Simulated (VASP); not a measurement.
These are PBE GGA, VASP's PBE PAW potentials (set 64) (plane waves; VASP) values and carry that method's errors.

VASP input:

INCAR:
```
SYSTEM = Li3NaCl4
PREC = Accurate; ENCUT = 500; LREAL = F
LASPH = T; ICHARG = 11
EDIFF = 1E-6; NELM = 100; ALGO = Normal
ISMEAR = 0; SIGMA = 0.05
GGA = PE
LWAVE = F; LCHARG = F
```

KPOINTS:
```
k-points along high-symmetry lines
15
Line-mode
Reciprocal
  0.000000   0.000000   0.000000 ! GAMMA
  0.000000   0.500000   0.000000 ! X

  0.000000   0.500000   0.000000 ! X
  0.500000   0.500000   0.000000 ! M

  0.500000   0.500000   0.000000 ! M
  0.000000   0.000000   0.000000 ! GAMMA

  0.000000   0.000000   0.000000 ! GAMMA
  0.500000   0.500000   0.500000 ! R

  0.500000   0.500000   0.500000 ! R
  0.000000   0.500000   0.000000 ! X

  0.500000   0.500000   0.500000 ! R
  0.500000   0.500000   0.000000 ! M
```

**POSCAR**
```
Li3NaCl4
1
    5.3127297769     0.0000000000    -0.0000000000
    0.0000000000     5.3127297769     0.0000000000
    0.0000000000     0.0000000000     5.3127297769
Na Cl Li
1 4 3
Direct
  0.0000000000   0.0000000000   0.0000000000
  0.5000000000   0.5000000000   0.5000000000
  0.0000000000   0.0000000000   0.5000000000
  0.0000000000   0.5000000000   0.0000000000
  0.5000000000   0.0000000000   0.0000000000
  0.5000000000   0.5000000000   0.0000000000
  0.5000000000   0.0000000000   0.5000000000
  0.0000000000   0.5000000000   0.5000000000
```

POTCAR, in this order: Na_pv Cl Li_sv (PBE.64 set). Program: vasp_std. Read from the step before: CHGCAR.

Output

**OSZICAR**
```
       N       E                     dE             d eps       ncg     rms          rms(c)
DAV:   1     0.385301317709E+03    0.38530E+03   -0.19773E+04  4948   0.159E+03
DAV:   2     0.162700927707E+02   -0.36903E+03   -0.35759E+03  6163   0.381E+02
DAV:   3    -0.249052072305E+02   -0.41175E+02   -0.40910E+02  6850   0.121E+02
DAV:   4    -0.279325253616E+02   -0.30273E+01   -0.30160E+01  8396   0.321E+01
DAV:   5    -0.283449324913E+02   -0.41241E+00   -0.41232E+00  8295   0.624E+00
DAV:   6    -0.283489000831E+02   -0.39676E-02   -0.39670E-02  7403   0.101E+00
DAV:   7    -0.283490504474E+02   -0.15036E-03   -0.15034E-03  7634   0.193E-01
DAV:   8    -0.283490565095E+02   -0.60621E-05   -0.60616E-05  8077   0.316E-02
DAV:   9    -0.283490567935E+02   -0.28396E-06   -0.28401E-06  6381   0.719E-03
   1 F= -.28349057E+02 E0= -.28349057E+02  d E =-.838209E-25
```

### OUTCAR
```
 val. band max:       -0.0014995778   @ k =   0.0000   0.0000   0.0000

 cond. band min:       5.7875594083   @ k =   0.0000   0.0000   0.0000



 k-point     1 :       0.0000    0.0000    0.0000
  band No.  band energies     occupation
      1     -43.7791      2.00000
      2     -43.7776      2.00000
      3     -43.7776      2.00000
      4     -20.4475      2.00000
      5     -20.4475      2.00000
      6     -20.4475      2.00000
      7     -13.0886      2.00000
      8     -12.4807      2.00000
      9     -12.4588      2.00000
     10     -12.4588      2.00000
     11      -2.4006      2.00000
     12      -2.4006      2.00000
     13      -2.4006      2.00000
     14      -0.9518      2.00000
     15      -0.9518      2.00000
     16      -0.9518      2.00000
     17      -0.8382      2.00000
     18      -0.8382      2.00000
     19      -0.8382      2.00000
     20      -0.0015      2.00000
     21      -0.0015      2.00000
     22      -0.0015      2.00000
     23       5.7876      0.00000
     24       7.5878      0.00000
     25       7.6353      0.00000
     26       8.1275      0.00000
     27       8.2656      0.00000

 k-point     2 :       0.0000    0.0357    0.0000
  band No.  band energies     occupation
      1     -43.7791      2.00000
      2     -43.7776      2.00000
      3     -43.7776      2.00000
      4     -20.4476      2.00000
      5     -20.4475      2.00000
      6     -20.4475      2.00000
      7     -13.0868      2.00000
      8     -12.4815      2.00000
      9     -12.4599      2.00000
     10     -12.4589      2.00000
     11      -2.3969      2.00000
     12      -2.3969      2.00000
     13      -2.3942      2.00000
     14      -0.9539      2.00000
     15      -0.9539      2.00000
     16      -0.9515      2.00000
     17      -0.8399      2.00000
     18      -0.8399      2.00000
     19      -0.8396      2.00000
     20      -0.0118      2.00000
     21      -0.0047      2.00000
     22      -0.0047      2.00000
...
```

The density is held fixed in this step, so its total energy and stress have no physical meaning.

The structure was generated: Li3NaCl4 was put into an ordered model structure (Pm-3m), which need not be its known phase. It was relaxed first.
